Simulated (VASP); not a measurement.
Energy against volume of BaF₂ (fluorite). Computed with optB86b-vdW, VASP's PBE PAW potentials (set 64) (plane waves; VASP). Numerical set-up: 520 eV cut-off, 6×6×6 Γ-centred mesh, Gaussian smearing of 0.050 eV, potentials Ba_sv F.

```
V (Å³/atom)  E (eV/atom)
-----------  -----------
19.452          -3.79045
20.054          -3.79504
20.656          -3.79297
21.257          -3.78517
```

**Question.** Fit these four points and predict the energy of the run at 18.851 Å³/atom.

**Answer.** A cubic in V^(−2/3), the third-order Birch-Murnaghan form, passes through the four points with V0 = 20.15 Å³/atom and B0 = 58 GPa, and gives -3.7782 eV/atom there. The run gave -3.7778 eV/atom, +0.4 meV/atom from the fit; all five points give B0 = 58 GPa.

The compound is BaF2 in the fluorite structure. It was relaxed first.
